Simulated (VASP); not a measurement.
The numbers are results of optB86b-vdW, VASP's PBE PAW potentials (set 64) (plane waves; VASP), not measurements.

Input for VASP

### INCAR
```
SYSTEM = PtS2
PREC = Accurate; ENCUT = 520; LREAL = F
LASPH = T
EDIFF = 1E-7; NELM = 100; ALGO = Normal
LMAXMIX = 6
ISMEAR = -5
GGA = MK; LUSE_VDW = T; AGGAC = 0.0
PARAM1 = 0.1234; PARAM2 = 1.0
ISIF = 2
LWAVE = F; LCHARG = T; LORBIT = 11
NEDOS = 601
LEFG = T
```

### KPOINTS
```
Automatic mesh
0
Gamma
8 8 5
0 0 0
```

**POSCAR**
```
PtS2
1
    1.7926132177    -3.1048972446     0.0000000000
    1.7926132177     3.1048972446     0.0000000000
    0.0000000000     0.0000000000     4.8730992812
Pt S
1 2
Direct
  0.0000000000   0.0000000000   0.0000000000
  0.3333330000   0.6666670000   0.2506915291
  0.6666670000   0.3333330000   0.7493084709
```

POTCAR, in this order: Pt S (PBE.64 set). Program: vasp_std.

Output

File OUTCAR:
```
 ion  position               nearest neighbor table
   1  0.000  0.000  0.000-   2 2.40   3 2.40   3 2.40   2 2.40   3 2.40   2 2.40
   2  0.333  0.667  0.251-   1 2.40   1 2.40   1 2.40
   3  0.667  0.333  0.749-   1 2.40   1 2.40   1 2.40
  LATTYP: Found a hexagonal cell.
 ALAT       =     3.5852264988
 C/A-ratio  =     1.3592165747
 Subroutine PRICEL returns:
 Original cell was already a primitive cell.
 Subroutine GETGRP returns: Found 12 space group operations
The static configuration has the point symmetry D_3d.
The dynamic configuration has the point symmetry D_3d.
 Subroutine INISYM returns: Found 12 space group operations
 Subroutine IBZKPT returns following result:
 Found     40 irreducible k-points:

 Following reciprocal coordinates:
            Coordinates               Weight
  0.000000  0.000000  0.000000      1.000000
  0.125000  0.000000  0.000000      6.000000
  0.250000  0.000000  0.000000      6.000000
  0.375000  0.000000  0.000000      6.000000
  0.500000  0.000000  0.000000      3.000000
  0.125000  0.125000  0.000000      6.000000
  0.250000  0.125000  0.000000     12.000000
  0.375000  0.125000  0.000000     12.000000
  0.250000  0.250000  0.000000      6.000000
  0.375000  0.250000  0.000000      6.000000
  0.000000  0.000000  0.200000      2.000000
  0.125000  0.000000  0.200000      6.000000
  0.000000  0.125000  0.200000      6.000000
  0.250000  0.000000  0.200000      6.000000
  0.000000  0.250000  0.200000      6.000000
  0.375000  0.000000  0.200000      6.000000
  0.000000  0.375000  0.200000      6.000000
  0.500000  0.000000  0.200000      6.000000
  0.125000  0.125000  0.200000     12.000000
  0.250000  0.125000  0.200000     12.000000
 -0.125000  0.375000  0.200000     12.000000
  0.375000  0.125000  0.200000     12.000000
 -0.125000  0.500000  0.200000     12.000000
  0.250000  0.250000  0.200000     12.000000
  0.375000  0.250000  0.200000     12.000000
  0.000000  0.000000  0.400000      2.000000
  0.125000  0.000000  0.400000      6.000000
  0.000000  0.125000  0.400000      6.000000
  0.250000  0.000000  0.400000      6.000000
  0.000000  0.250000  0.400000      6.000000
  0.375000  0.000000  0.400000      6.000000
  0.000000  0.375000  0.400000      6.000000
  0.500000  0.000000  0.400000      6.000000
  0.125000  0.125000  0.400000     12.000000
  0.250000  0.125000  0.400000     12.000000
 -0.125000  0.375000  0.400000     12.000000
  0.375000  0.125000  0.400000     12.000000
 -0.125000  0.500000  0.400000     12.000000
  0.250000  0.250000  0.400000     12.000000
  0.375000  0.250000  0.400000     12.000000
   k-points           NKPTS =     40   k-points in BZ     NKDIM =     40   number of bands    NBANDS=     15
   number of dos      NEDOS =    601   number of ions     NIONS =      3
   total plane-waves  NPLWV =  28224
   dimension x,y,z NGX =    28 NGY =   28 NGZ =   36
   dimension x,y,z NGXF=    56 NGYF=   56 NGZF=   72
   ions per type =               1   2
   PREC   = accura    normal or accurate (medium, high low for compatibility)
   ISTART =      0    job   : 0-new  1-cont  2-samecut
   ICHARG =      2    charge: 1-file 2-atom 10-const
   ISPIN  =      1    spin polarized calculation?
   LNONCOLLINEAR =      F non collinear calculations
   LSORBIT =      F    spin-orbit coupling
   INIWAV =      1    electr: 0-lowe 1-rand  2-diag
   ENCUT  =  520.0 eV  38.22 Ry    6.18 a.u.   6.67  6.67  9.06*2*pi/ulx,y,z
   NELM   =    100;   NELMIN=  2; NELMDL= -5     # of ELM steps
   EDIFF  = 0.1E-06   stopping-criterion for ELM
   LREAL  =      F    real-space projection
...
```

**OSZICAR**
```
       N       E                     dE             d eps       ncg     rms          rms(c)
DAV:   1     0.123874604013E+03    0.12387E+03   -0.10635E+04  1208   0.131E+03
DAV:   2    -0.636254978507E+01   -0.13024E+03   -0.12789E+03  1536   0.249E+02
DAV:   3    -0.115242048796E+02   -0.51617E+01   -0.51401E+01  1557   0.544E+01
DAV:   4    -0.115761849336E+02   -0.51980E-01   -0.51971E-01  1515   0.603E+00
DAV:   5    -0.115771671565E+02   -0.98222E-03   -0.98218E-03  1606   0.786E-01    0.176E+01
DAV:   6    -0.105486996474E+02    0.10285E+01   -0.79360E+00  1221   0.291E+01    0.121E+01
DAV:   7    -0.102922575111E+02    0.25644E+00   -0.14261E+00  1200   0.132E+01    0.567E+00
DAV:   8    -0.102789376913E+02    0.13320E-01   -0.98711E-02  1347   0.226E+00    0.139E+00
DAV:   9    -0.102734079813E+02    0.55297E-02   -0.14951E-02  1396   0.140E+00    0.269E-01
DAV:  10    -0.102735619613E+02   -0.15398E-03   -0.19566E-03  1459   0.322E-01    0.729E-02
DAV:  11    -0.102735968106E+02   -0.34849E-04   -0.59617E-05  1468   0.715E-02    0.393E-02
DAV:  12    -0.102735978423E+02   -0.10317E-05   -0.83084E-06  1445   0.296E-02    0.115E-02
DAV:  13    -0.102735984637E+02   -0.62144E-06   -0.13962E-06  1396   0.956E-03    0.334E-03
DAV:  14    -0.102735985198E+02   -0.56044E-07   -0.14377E-07  1188   0.373E-03
   1 F= -.10273599E+02 E0= -.10273599E+02  d E =0.000000E+00
```

File OUTCAR:
```
------------------------ aborting loop because EDIFF is reached ----------------------------------------
  FORCE on cell =-STRESS in cart. coord.  units (eV):
  Direction    XX          YY          ZZ          XY          YZ          ZX
  --------------------------------------------------------------------------------------
  Total        0.0163442      0.0163442      0.0172787      0.0000000     -0.0000000     -0.0000000
  in kB        0.4827304      0.4827304      0.5103325      0.0000000     -0.0000000     -0.0000000
  external PRESSURE =       0.4919311 kB  Pullay stress =       0.0000000 kB
  volume of cell :       54.25
      direct lattice vectors                 reciprocal lattice vectors
     1.792613218 -3.104897245  0.000000000     0.278922411 -0.161035925  0.000000000
     1.792613218  3.104897245  0.000000000     0.278922411  0.161035925  0.000000000
     0.000000000  0.000000000  4.873099281     0.000000000  0.000000000  0.205208214
 POSITION                                       TOTAL-FORCE (eV/Angst)
 -----------------------------------------------------------------------------------
      0.00000      0.00000      0.00000         0.000000      0.000000      0.000000
      1.79261      1.03497      1.22164         0.000000     -0.000000     -0.009071
      1.79261     -1.03497      3.65145        -0.000000     -0.000000      0.009071
 -----------------------------------------------------------------------------------
    total drift:                               -0.000000      0.000000      0.000000
  FREE ENERGIE OF THE ION-ELECTRON SYSTEM (eV)
  ---------------------------------------------------
  free  energy   TOTEN  =       -10.2735985198 eV

  energy  without entropy=      -10.2735985198  energy(sigma->0) =      -10.27359852

 total charge

# of ion       s       p       d       tot
------------------------------------------
    1        0.682   0.750   7.972   9.405
    2        1.368   2.256   0.000   3.624
    3        1.368   2.256   0.000   3.624
--------------------------------------------------
tot          3.417   5.263   7.972  16.652

 Electric field gradients after diagonalization (V/A^2)
 (convention: |V_zz| > |V_xx| > |V_yy|)
----------------------------------------------------------------------
 ion       V_xx      V_yy      V_zz     asymmetry (V_yy - V_xx)/ V_zz
----------------------------------------------------------------------
   1     -70.719   -70.719   141.438       0.000
   2      24.126    24.125   -48.250       0.000
   3      24.126    24.125   -48.250       0.000
```
(Selected blocks of OUTCAR.)

The compound is PtS2 in the 1T layered structure. It was relaxed first.
